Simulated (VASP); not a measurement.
Mg6CrBi:

```
CELL_PARAMETERS angstrom
5.20708 0.00000 0.00000
0.00000 3.16968 5.51772
0.00000 -3.16968 5.51772
ATOMIC_POSITIONS crystal
Bi 0.50000 0.66747 0.66747
Cr 0.50000 0.16681 0.16681
Mg 0.00000 0.83783 0.83783
Mg 0.00000 0.33036 0.33036
Mg 0.00000 0.32153 0.84332
Mg 0.00000 0.84332 0.32153
Mg 0.50000 0.16731 0.66538
Mg 0.50000 0.66538 0.16731
```

The cell comes from a database or a generator and needn't be the stable form of this composition.

| Item | Value |
| --- | --- |
| Program | VASP 6.6.1 |
| Task | single point |
| Functional | PBE |
| Potentials or basis | VASP PAW PBE potentials, release 64 (Bi_d, Cr_pv, Mg) |
| Cutoff | 520 eV |
| k mesh | 5 × 5 × 5 |
| Occupations | fermi-dirac, width 0.05 eV |
| Spin | collinear spin, ferromagnetic start |
| Starting moments | [0.0, 3.0, 0.0, 0.0, 0.0, 0.0, 0.0, 0.0] μB |

On this cell: pressure -0.5 GPa; largest force 0.155 eV/Å; net moment 4.03 μB per cell; site moments Bi -0.04; Cr +3.73; Mg +0.01, -0.01, -0.02 μB; band gap on the k mesh none (metal or under the smearing width).

The same run follows on a disturbed copy (atoms moved at random, drawn with an rms of 0.05 Å):

```xyz
8
Lattice="5.2071 0.0000 0.0000 0.0000 3.1697 5.5177 0.0000 -3.1697 5.5177" Properties=species:S:1:pos:R:3 pbc="T T T"
Bi    2.6279    0.0128    7.3668
Cr    2.6099   -0.0534    1.7993
Mg    0.0265   -0.0145    9.2629
Mg   -0.0089   -0.0177    3.6468
Mg   -0.0176   -1.6368    6.3501
Mg    0.0008    1.6185    6.4028
Mg    2.6162   -1.5820    4.6222
Mg    2.5734    1.5719    4.5862
```

Question: What does the disturbed cell give?

Answer: The energy (extrapolated to zero smearing) moves by +3.3 meV/atom; pressure -0.4 GPa; largest force 0.346 eV/Å; net moment 4.05 μB per cell; site moments Bi -0.04; Cr +3.74; Mg +0.01, -0.01, -0.02 μB; band gap on the k mesh none (metal or under the smearing width).

Forces in eV/Å, atoms in the order of the input:
```
Bi  -0.048 -0.093  0.055
Cr  -0.029  0.122  0.065
Mg  -0.067 -0.020  0.012
Mg   0.011  0.043 -0.212
Mg   0.081 -0.252  0.223
Mg  -0.003  0.241  0.016
Mg  -0.039  0.000 -0.109
Mg   0.094 -0.040 -0.051
```

Stress tensor (GPa, compression positive):
```
-1.26 -0.02  0.02
-0.02 -0.17  0.02
 0.02  0.02  0.11
```

Caveats: spin-orbit coupling is left out, which moves the levels of the heavy elements.
